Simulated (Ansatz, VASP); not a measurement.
**Two plane-wave programs on NaMgF3**

```
Na Mg F
1.0
     3.95084    0.00000    0.00000
     0.00000    3.95084    0.00000
     0.00000    0.00000    3.95084
Na Mg F
1 1 3
Cartesian
  0.0000 0.0000 0.0000
  1.9754 1.9754 2.2754
  1.9754 1.9754 0.0000
  1.9754 0.0000 1.9754
  0.0000 1.9754 1.9754
```

Change from the starting cell: all Mg atoms moved -0.300 Å, as atom 2 towards its neighbour atom 3 (F) at 1.975 Å.

Alike in both runs: task single point; functional LDA; k mesh 6 × 6 × 6; occupations gaussian, width 0.05 eV; no spin polarisation.

|  | VASP | Ansatz |
| --- | --- | --- |
| version | VASP 6.6.1 | Ansatz 0.2.0 |
| potentials or method | VASP PAW LDA potentials, release 64 (Na_pv, Mg, F) | scalar-relativistic, plane waves, PAW |
| plane-wave cutoff (eV) | 520 | 420 |
| valence electrons in the cell | 30 | 40 |

Ansatz gave:

| Item | Value |
| --- | --- |
| gap on the k mesh at the Fermi level (eV) | 5.49 |
| least direct gap on the mesh (eV) | 5.98 |
| pressure (GPa) | -2.2 |
| largest component of the traceless stress (GPa) | 9.57 |
| rms of the force components (eV/Å) | 1.557 |

Question: Estimate VASP's values.

Answer: gap on the k mesh at the Fermi level (eV): 5.47; least direct gap on the mesh (eV): 5.96; pressure (GPa): -2.8; largest component of the traceless stress (GPa): 10.13; rms of the force components (eV/Å): 1.640.

Atom by atom the forces differ by 0.084 eV/Å (rms over components). The two sets of potentials don't hold the same shells in valence.

Caveats: forces of over 1 eV/Å show positions far from the minimum, so gaps and moduli don't describe the material at rest. A k mesh can miss the band edges.
